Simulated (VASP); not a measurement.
Input for VASP

File POSCAR:
```
Ga
1.0
  2.3052000000  -3.9066000000   0.0000000000
  2.3052000000   3.9066000000   0.0000000000
  0.0000000000   0.0000000000   4.6206000000
Ga
4
Cartesian
  2.3052000000   2.6963353200   4.2463314000
  2.3052000000   1.2102646800   1.9360314000
  2.3052000000  -1.2102646800   2.6845686000
  2.3052000000  -2.6963353200   0.3742686000
```

**INCAR**
```
# general
SYSTEM  = Ga
PREC    = Accurate
ENCUT   = 400   # plane-wave cut-off (eV)
LREAL   = .FALSE.
LASPH   = .TRUE.

# electronic loop
EDIFF   = 1E-6   # SCF stop (eV)
NELM    = 100
ALGO    = Normal   # blocked Davidson
LMAXMIX = 4   # l cut-off of mixed one-centre charges

# smearing
ISMEAR  = 1   # Methfessel-Paxton
SIGMA   = 0.1   # width (eV)

# functional
GGA     = PE   # PBE

# ions
ISIF    = 2

# output
LWAVE   = .FALSE.
LCHARG  = .FALSE.
```

**KPOINTS**
```
K-points
0
gamma
7 7 6
```

POTCAR, in this order: Ga_d (PBE.64 set). Program: vasp_std.

Q: Write an equivalent input for Quantum ESPRESSO's pw.x.

A: One equivalent input (not run):
```
&CONTROL
  calculation = 'scf'
  pseudo_dir = './pseudo'
  outdir = './out'
  tprnfor = .true.
  tstress = .true.
/
&SYSTEM
  ibrav = 0
  nat = 4
  ntyp = 1
  ecutwfc = 80
  occupations = 'smearing'
  smearing = 'methfessel-paxton'
  degauss = 0.00735
  input_dft = 'pbe'
/
&ELECTRONS
  conv_thr = 7.3e-08
  electron_maxstep = 100
/
ATOMIC_SPECIES
  Ga 69.723 Ga.upf
CELL_PARAMETERS angstrom
     2.3052000   -3.9066000   -0.0000000
     2.3052000    3.9066000    0.0000000
     0.0000000    0.0000000    4.6206000
ATOMIC_POSITIONS crystal
  Ga   0.1549000  0.8451000  0.9190000
  Ga   0.3451000  0.6549000  0.4190000
  Ga   0.6549000  0.3451000  0.5810000
  Ga   0.8451000  0.1549000  0.0810000
K_POINTS automatic
  7 7 6 0 0 0
```
What does not carry over: the potentials are each code's own (VASP's PAW set, PseudoDojo norm-conserving files in pw.x), so ENCUT and ecutwfc are chosen apart and not converted; conv_thr bounds pw.x's estimated SCF error, while EDIFF bounds the energy change between steps.

The compound is Ga in the alpha structure. The cell was not relaxed at this level.
